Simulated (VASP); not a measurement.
Data:

```yaml
crystal:
  lattice:
    - [0.00000, 1.86768, 1.86768]
    - [1.86768, 0.00000, 1.86768]
    - [1.86768, 1.86768, 0.00000]
  atoms:
    - { symbol: Cu, position: [0.00000, 0.00000, 0.00000] }
```

All values below come from revPBE GGA, VASP's PBE PAW potentials (set 64) (plane waves; VASP). Numerical set-up: 520 eV cut-off, 17×17×17 Γ-centred mesh, first-order Methfessel-Paxton smearing of 0.10 eV, potentials Cu.

Problem. What does the run give for the energy per atom (σ→0), pressure, band gap (on the k-mesh) with the smallest direct gap where there is one?

Solution. 
```yaml
band gap (on the k-mesh): none (metal, semimetal or under 0.01 eV)
energy per atom (σ→0): -3.334 eV/atom
pressure: -6.30 GPa
```

Only differences to runs with the same potentials and settings are physical.

The compound is Cu in the fcc structure. This cell is one point of a volume scan, at 1.06 of the reference volume.
